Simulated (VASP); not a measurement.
Energy against volume of PbSe (rock salt). Level of theory: TPSS meta-GGA, VASP's PBE PAW potentials (set 64) (plane waves; VASP 6.6.1). Settings: 520 eV cut-off, 7×7×7 Γ-centred mesh, Gaussian smearing of 0.050 eV, potentials Pb_d Se.

```tsv
V (Å³/atom)	E (eV/atom)
27.909	-7.90215
28.799	-7.91659
29.690	-7.92133
30.581	-7.91783
```

### Question
Fit these four points and predict the energy of the run at 31.471 Å³/atom.

### Answer
A cubic in V^(−2/3), the third-order Birch-Murnaghan form, passes through the four points with V0 = 29.73 Å³/atom and B0 = 49 GPa, and gives -7.9074 eV/atom there. The run gave -7.9073 eV/atom, +0.0 meV/atom from the fit; all five points give B0 = 49 GPa.

The compound is PbSe in the rock salt structure. It was relaxed first.
